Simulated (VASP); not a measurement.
# CsRb2AsF6 (Fm-3m) in VASP: single point with LDA

Aim: the single point of CsRb2AsF6 with LDA.

Program: VASP 6.6.1. These are calculated values, not measurements. Logs are shortened: lines on timing, memory, paths and dates and some standing lists are left out, and cuts for length are marked.

## Step 1: The crystal as given

Symmetry: Fm-3m, No. 225, cubic system. The conventional cell has a = 9.745 Å, b = 9.745 Å, c = 9.745 Å, α = 90.00°, β = 90.00°, γ = 90.00°. Around Cs (site symmetry m-3m) lie 6 F at 2.80 Å. Around Rb (site symmetry -43m) lie 12 F at 3.46 Å. Around As (site symmetry m-3m) lie 6 F at 2.07 Å. Around F (site symmetry 4mm) lie 1 As at 2.07 Å.

The cell comes from a database or a generator and needn't be the stable form of this composition.

## Step 2: Single point, LDA

The input, INCAR:

```
SYSTEM = CsRb2AsF6
PREC = Accurate
ENCUT = 520
EDIFF = 1E-6
ISMEAR = 0
SIGMA = 0.01
LREAL = .False.
LASPH = .True.
NELM = 100
ALGO = Fast
ISIF = 2
LWAVE = .False.
LCHARG = .True.
GGA = CA
LELF = .True.
LVHAR = .True.
NBANDS = 48
```

The input, KPOINTS:

```
Automatic mesh
0
Gamma
  3 3 3
  0 0 0
```

The input, POSCAR:

```
CsRb2AsF6
1.0
    0.0000000000      4.8726300000      4.8726300000
    4.8726300000      0.0000000000      4.8726300000
    4.8726300000      4.8726300000      0.0000000000
Cs Rb As F
1 2 1 6
Direct
    0.5000000000      0.5000000000      0.5000000000
    0.7500000000      0.7500000000      0.7500000000
    0.2500000000      0.2500000000      0.2500000000
    0.0000000000      0.0000000000      0.0000000000
    0.7873340003      0.2126659997      0.2126659997
    0.2126659997      0.2126659997      0.7873340003
    0.2126659997      0.7873340003      0.7873340003
    0.2126659997      0.7873340003      0.2126659997
    0.7873340003      0.2126659997      0.7873340003
    0.7873340003      0.7873340003      0.2126659997
```

Potentials or basis: VASP PAW LDA potentials, release 64 (Cs_sv, Rb_sv, As, F).

Started as:

```sh
> cat potpaw_LDA.64/Cs_sv/POTCAR potpaw_LDA.64/Rb_sv/POTCAR potpaw_LDA.64/As/POTCAR potpaw_LDA.64/F/POTCAR > POTCAR
> mpirun -np 1 vasp_std > vasp.out
```

OUTCAR:

```text
SYSTEM = CsRb2AsF6
   PREC = Accurate
   ENCUT = 520
   EDIFF = 1E-6
   ISMEAR = 0
   LREAL = .False.
   LASPH = .True.
   NELM = 100
   ISIF = 2
   GGA = CA

 ion  position               nearest neighbor table
   1  0.500  0.500  0.500-   3 4.22   3 4.22   3 4.22   2 4.22   2 4.22   2 4.22   3 4.22   2 4.22

   2  0.750  0.750  0.750-   5 3.46   8 3.46   5 3.46   8 3.46   9 3.46  10 3.46  10 3.46   6 3.46
                             9 3.46   6 3.46   7 3.46   7 3.46   1 4.22   1 4.22   4 4.22   1 4.22
   3  0.250  0.250  0.250-   9 3.46   7 3.46   7 3.46   9 3.46   8 3.46  10 3.46   6 3.46  10 3.46
                             5 3.46   5 3.46   6 3.46   8 3.46   4 4.22   4 4.22   4 4.22   1 4.22
   4  0.000  0.000  0.000-   5 2.07   6 2.07   7 2.07   8 2.07   9 2.07  10 2.07   2 4.22   2 4.22
                             2 4.22   3 4.22   3 4.22   3 4.22   3 4.22   2 4.22
   5  0.787  0.213  0.213-   4 2.07   2 3.46   2 3.46   3 3.46   3 3.46
   6  0.213  0.213  0.787-   4 2.07   2 3.46   3 3.46   2 3.46   3 3.46
   7  0.213  0.787  0.787-   4 2.07   3 3.46   3 3.46   2 3.46   2 3.46
   8  0.213  0.787  0.213-   4 2.07   2 3.46   2 3.46   3 3.46   3 3.46
   9  0.787  0.213  0.787-   4 2.07   3 3.46   3 3.46   2 3.46   2 3.46
  10  0.787  0.787  0.213-   4 2.07   2 3.46   2 3.46   3 3.46   3 3.46

  LATTYP: Found a face centered cubic cell.
 ALAT       =     9.7452600000

  Lattice vectors:

 A1 = (   0.0000000000,   4.8726300000,   4.8726300000)
 A2 = (   4.8726300000,   0.0000000000,   4.8726300000)
 A3 = (   4.8726300000,   4.8726300000,   0.0000000000)

Analysis of symmetry for initial positions (statically):
=====================================================================
 Subroutine PRICEL returns:
 Original cell was already a primitive cell.

 Routine SETGRP: Setting up the symmetry group for a
 face centered cubic supercell.

 Subroutine GETGRP returns: Found 48 space group operations
 (whereof 48 operations were pure point group operations)
 out of a pool of 48 trial point group operations.

The static configuration has the point symmetry O_h .

Analysis of symmetry for dynamics (positions and initial velocities):
=====================================================================
 Subroutine PRICEL returns:
 Original cell was already a primitive cell.

 Routine SETGRP: Setting up the symmetry group for a
 face centered cubic supercell.

 Subroutine GETGRP returns: Found 48 space group operations
 (whereof 48 operations were pure point group operations)
 out of a pool of 48 trial point group operations.

The dynamic configuration has the point symmetry O_h .

 Subroutine INISYM returns: Found 48 space group operations
 (whereof 48 operations are pure point group operations),
 and found     1 'primitive' translations

----------------------------------------------------------------------------------------

                                     Primitive cell

  volume of cell :     231.3771

  direct lattice vectors                    reciprocal lattice vectors
     0.000000000  4.872630000  4.872630000    -0.102613989  0.102613989  0.102613989
     4.872630000  0.000000000  4.872630000     0.102613989 -0.102613989  0.102613989
     4.872630000  4.872630000  0.000000000     0.102613989  0.102613989 -0.102613989

  length of vectors
     6.890939430  6.890939430  6.890939430     0.177732642  0.177732642  0.177732642

  position of ions in fractional coordinates (direct lattice)
     0.500000000  0.500000000  0.500000000
     0.750000000  0.750000000  0.750000000
     0.250000000  0.250000000  0.250000000
     0.000000000  0.000000000  0.000000000
     0.787334000  0.212666000  0.212666000
     0.212666000  0.212666000  0.787334000
     0.212666000  0.787334000  0.787334000
     0.212666000  0.787334000  0.212666000
     0.787334000  0.212666000  0.787334000
     0.787334000  0.787334000  0.212666000

  ion indices of the primitive-cell ions
   primitive index   ion index
                 1           1
                 2           2
                 3           3
                 4           4
                 5           5
                 6           6
                 7           7
                 8           8
                 9           9
                10          10

----------------------------------------------------------------------------------------

 KPOINTS: Automatic mesh

Automatic generation of k-mesh.
 Grid dimensions read from file:
 generate k-points for:    3    3    3

 Generating k-lattice:

  Cartesian coordinates                     Fractional coordinates (reciprocal lattice)
    -0.034204663  0.034204663  0.034204663     0.333333333  0.000000000  0.000000000
     0.034204663 -0.034204663  0.034204663     0.000000000  0.333333333  0.000000000
     0.034204663  0.034204663 -0.034204663     0.000000000  0.000000000  0.333333333

  Length of vectors
     0.059244214  0.059244214  0.059244214

  Shift w.r.t. Gamma in fractional coordinates (k-lattice)
     0.000000000  0.000000000  0.000000000

 Subroutine IBZKPT returns following result:
 ===========================================

 Found      4 irreducible k-points:

 Following reciprocal coordinates:
            Coordinates               Weight
  0.000000  0.000000  0.000000      1.000000
  0.333333  0.000000  0.000000      8.000000
  0.333333  0.333333  0.000000      6.000000
 -0.333333  0.333333  0.000000     12.000000
   k-points           NKPTS =      4   k-points in BZ     NKDIM =      4   number of bands    NBANDS=     48
   number of dos      NEDOS =    301   number of ions     NIONS =     10
   total plane-waves  NPLWV = 157464
   dimension x,y,z NGX =    54 NGY =   54 NGZ =   54
   dimension x,y,z NGXF=   108 NGYF=  108 NGZF=  108
   ions per type =               1   2   1   6
   NGX,Y,Z   is equivalent  to a cutoff of  13.03, 13.03, 13.03 a.u.
   NGXF,Y,Z  is equivalent  to a cutoff of  26.06, 26.06, 26.06 a.u.
 SYSTEM =  CsRb2AsF6
   PREC   = accura    normal or accurate (medium, high low for compatibility)
   ISTART =      0    job   : 0-new  1-cont  2-samecut
   ICHARG =      2    charge: 1-file 2-atom 10-const
   ISPIN  =      1    spin polarized calculation?
   LNONCOLLINEAR =      F non collinear calculations
   LSORBIT =      F    spin-orbit coupling
   LASPH  =      T    aspherical Exc in radial PAW
   ENCUT  =  520.0 eV  38.22 Ry    6.18 a.u.  12.81 12.81 12.81*2*pi/ulx,y,z
   NELM   =    100;   NELMIN=  2; NELMDL= -5     # of ELM steps
   EDIFF  = 0.1E-05   stopping-criterion for ELM
   LREAL  =      F    real-space projection
   EDIFFG = 0.1E-04   stopping-criterion for IOM
   NSW    =      0    number of steps for IOM
   IBRION =     -1    ionic relax: 0-MD 1-quasi-New 2-CG
   NFREE  =      0    steps in history (QN), initial steepest desc. (CG)
   ISIF   =      2    stress and relaxation
   ISYM   =      2    0-nonsym 1-usesym 2-fastsym
   POTIM  = 0.5000    time-step for ionic-motion
   TEBEG  =    0.0;   TEEND  =   0.0 temperature during run
   PSTRESS=    0.0 pullay stress
   NELECT =      74.0000    total number of electrons
   NUPDOWN=      -1.0000    fix difference up-down
   EMIN   =  10.00;   EMAX   =-10.00  energy-range for DOS
   EFERMI =   0.00;   METHOD = LEGACY
   ISMEAR =     0;   SIGMA  =   0.01  broadening in eV -4-tet -1-fermi 0-gaus
   EFERMI_NEDOS =   21; number of points for ismear=-14 and -15
   IALGO  =     68    algorithm
   IMIX   =      4    mixing-type and parameters
     AMIX     =   0.40;   BMIX     =  1.00
     AMIX_MAG =   1.60;   BMIX_MAG =  1.00
  volume/ion in A,a.u.               =      23.14       156.14
  Fermi-wavevector in a.u.,A,eV,Ry     =   1.119555  2.115652 17.053578  1.253403
  Thomas-Fermi vector in A             =   2.256195
   LORBIT       =      0    0 simple, 1 ext, 2 COOP (PROOUT), +10 PAW based schemes
   GGA     = CA    functional components
   LHFCALC =     F    Hartree Fock is set to
   AEXX    =    0.0000 exact exchange contribution
   IVDW    =     0    specifies the selected vdW correction
   LEPSILON=     F    determine dielectric tensor
   LRPA    =     F    only Hartree local field effects (RPA)
 non-spin polarized calculation
 RMM-DIIS sequential band-by-band and
 Gauss-broadening in eV      SIGMA  =   0.01
  energy-cutoff  :      520.00
  volume of cell :      231.38
 maximum number of plane-waves:      6253
 NGX is ok and might be reduce to    54
   NGX = 25   NGY = 25   NGZ = 25

 number of electron      73.9999944 magnetization

 Free energy of the ion-electron system (eV)
  ---------------------------------------------------
  ext. energy  EPLUGINS =         0.00000000
  ---------------------------------------------------
  free energy    TOTEN  =       -46.77562780 eV

  energy without entropy =      -46.77562780  energy(sigma->0) =      -46.77562780

 E-fermi :  -0.6932     XC(G=0):  -8.4005

 val. band max:       -0.7500182883   @ k =   0.3333   0.0000   0.0000
 cond. band min:       2.8279372611   @ k =   0.0000   0.0000   0.0000
 fundamental gap:      3.5779555494
 Fermi energy:        -0.6932101741

 k-point     1 :       0.0000    0.0000    0.0000
  band No.  band energies     occupation
      1     -26.5697      2.00000
      2     -26.5613      2.00000
      3     -22.4628      2.00000
      4     -21.9802      2.00000
      5     -21.9802      2.00000
      6     -21.9802      2.00000
[... 40 lines left out ...]
     47       6.7724      0.00000
     48       6.8623      0.00000

 k-point     2 :       0.3333    0.0000    0.0000
  band No.  band energies     occupation
      1     -26.5673      2.00000
      2     -26.5631      2.00000
      3     -22.4240      2.00000
      4     -22.0389      2.00000
      5     -21.9739      2.00000
      6     -21.9739      2.00000
[... 40 lines left out ...]
     47       6.3222      0.00000
     48       6.8808      0.00000

 k-point     3 :       0.3333    0.3333    0.0000
  band No.  band energies     occupation
      1     -26.5671      2.00000
      2     -26.5630      2.00000
      3     -22.4212      2.00000
      4     -22.0003      2.00000
      5     -21.9813      2.00000
      6     -21.9813      2.00000
[... 40 lines left out ...]
     47       6.2842      0.00000
     48       6.8985      0.00000

 k-point     4 :      -0.3333    0.3333    0.0000
  band No.  band energies     occupation
      1     -26.5649      2.00000
      2     -26.5649      2.00000
      3     -22.4054      2.00000
      4     -22.0307      2.00000
      5     -21.9810      2.00000
      6     -21.9746      2.00000
[... 40 lines left out ...]
     47       6.4151      0.00000
     48       6.4800      0.00000

------------------------ aborting loop because EDIFF is reached ----------------------------------------

  FORCE on cell =-STRESS in cart. coord.  units (eV):
  Direction    XX          YY          ZZ          XY          YZ          ZX
  --------------------------------------------------------------------------------------
  -------------------------------------------------------------------------------------
  Total       -5.4611123     -5.4611123     -5.4611123     -0.0000000     -0.0000000     -0.0000000
  in kB      -37.8156343    -37.8156343    -37.8156343     -0.0000000     -0.0000000     -0.0000000
  external PRESSURE =     -37.8156343 kB  Pullay stress =       0.0000000 kB

 VOLUME and BASIS-vectors are now :
 -----------------------------------------------------------------------------
  energy-cutoff  :      520.00
  volume of cell :      231.38
      direct lattice vectors                 reciprocal lattice vectors
     0.000000000  4.872630000  4.872630000    -0.102613989  0.102613989  0.102613989
     4.872630000  0.000000000  4.872630000     0.102613989 -0.102613989  0.102613989
     4.872630000  4.872630000  0.000000000     0.102613989  0.102613989 -0.102613989

 POSITION                                       TOTAL-FORCE (eV/Angst)
 -----------------------------------------------------------------------------------
      4.87263      4.87263      4.87263        -0.000000     -0.000000      0.000000
      7.30894      7.30894      7.30894         0.000000     -0.000000     -0.000000
      2.43632      2.43632      2.43632         0.000000     -0.000000      0.000000
      0.00000      0.00000      0.00000        -0.000000     -0.000000      0.000000
      2.07249      4.87263      4.87263        -0.257903      0.000000      0.000000
      4.87263      4.87263      2.07249        -0.000000      0.000000     -0.257903
      7.67277      4.87263      4.87263         0.257903      0.000000      0.000000
      4.87263      2.07249      4.87263        -0.000000     -0.257903      0.000000
      4.87263      7.67277      4.87263        -0.000000      0.257903      0.000000
      4.87263      4.87263      7.67277        -0.000000      0.000000      0.257903
 -----------------------------------------------------------------------------------
    total drift:                                0.000000      0.000000      0.000000

  FREE ENERGIE OF THE ION-ELECTRON SYSTEM (eV)
  ---------------------------------------------------
  free  energy   TOTEN  =       -46.7756278012 eV

  energy  without entropy=      -46.7756278012  energy(sigma->0) =      -46.77562780
```

Wall time 1.7 min (1 thread of Intel Xeon Platinum 8259CL at 2.50GHz (Skylake/Cascade Lake), shared host); peak memory 0.32 GiB.

What came out:

```
Free energy            : -46.7756 eV
Pressure               : -3.8 GPa
Largest force          : 0.258 eV/Å
Band gap on the k mesh : 3.58 eV, indirect (least direct gap 3.95 eV)
```

Forces in eV/Å, atoms in the order of the input:
```
Cs   0.000  0.000  0.000
Rb   0.000  0.000  0.000
Rb   0.000  0.000  0.000
As   0.000  0.000  0.000
F   -0.258  0.000  0.000
F    0.000  0.000 -0.258
F    0.258  0.000  0.000
F    0.000 -0.258  0.000
F    0.000  0.258  0.000
F    0.000  0.000  0.258
```

Caveat: spin-orbit coupling is left out, which moves the levels of the heavy elements; an odd mesh through Γ misses points on the zone boundary, where band edges often lie.
